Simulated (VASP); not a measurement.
These are PBE GGA with D3 dispersion (zero damping), VASP's PBE PAW potentials (set 64) (plane waves; VASP) values and carry that method's errors.

VASP ran on this input.

**KPOINTS**
```
K-points
0
G
7 7 4
0 0 0
```

### INCAR
```
# general
SYSTEM  = Te
PREC    = Accurate
ENCUT   = 520
LREAL   = .FALSE.
LASPH   = .TRUE.

# electronic loop
EDIFF   = 1E-7
NELM    = 100
ALGO    = Normal
LMAXMIX = 4

# smearing
ISMEAR  = -5

# functional
GGA     = PE
IVDW    = 11

# ions
ISIF    = 2

# output
LWAVE   = .FALSE.
LCHARG  = .TRUE.
LORBIT  = 11
NEDOS   = 601

# other
LEFG    = .TRUE.
```

POSCAR:
```
Te
1
    2.2119285263    -3.8311722970     0.0000000000
    2.2119285263     3.8311722970    -0.0000000000
    0.0000000000     0.0000000000     5.9509651639
Te
3
Direct
  0.0000000000   0.2744198103   0.6666670000
  0.7255801897   0.7255801897   0.0000000000
  0.2744198103   0.0000000000   0.3333330000
```

POTCAR, in this order: Te (PBE.64 set). Program: vasp_std.

Q: What will the output report for the number of irreducible k-points (NKPTS), largest plane-wave count, number of space-group operations, FFT grid (NGX, NGY, NGZ)?

A: 
The number of irreducible k-points (NKPTS) is 28 and the largest plane-wave count is 2740. The number of space-group operations is 6 and the FFT grid (NGX, NGY, NGZ) comes out as 36 × 36 × 48.

The compound is Te in the trig structure. It was relaxed first.
